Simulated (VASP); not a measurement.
Here is the system:

```
Pd
1.0
    4.36166     0.00000     0.00000
   -2.18083     3.77731     0.00000
    0.00000     0.00000     2.65284
Pd
3
Direct
  0.00000   0.00000   0.00000
  0.33333   0.66667   0.50000
  0.66667   0.33333   0.50000
```

Method: PBE GGA, VASP's PBE PAW potentials (set 64) (plane waves; VASP 6.6.1). Settings: 300 eV cut-off, 9×9×12 Γ-centred mesh, Gaussian smearing of 0.050 eV, potentials Pd.

At this cut-off the stress carries a Pulay error, which pulls relaxed volumes low. Energy and stress use the plane-wave basis of the starting cell.

### Question
The ions, cell shape and volume are relaxed. Which structure does the run end with?

### Answer

```
Pd
1.0
    4.50395     0.00000     0.00000
   -2.25197     3.90053     0.00000
    0.00000     0.00000     2.66978
Pd
3
Direct
  0.00000   0.00000   0.00000
  0.33333   0.66667   0.50000
  0.66667   0.33333   0.50000
```
Space group P6/mmm (191), at a tolerance of 0.03 Å.

### Question
How do energy and volume change from the first to the last step?

### Answer
The energy (σ→0) changes by -47.8 meV/atom and the volume by +7.3 %, in 9 ionic steps.

The structure was generated: Pd was put into an ordered model structure, which need not be its known phase. This run relaxes it. Symmetry was kept, so distortions that lower it aren't found. The run is one of a series of settings (EDIFFG = -0.01, IBRION = 2, ISIF = 3, NSW = 50 against the base run), some of them coarse on purpose.
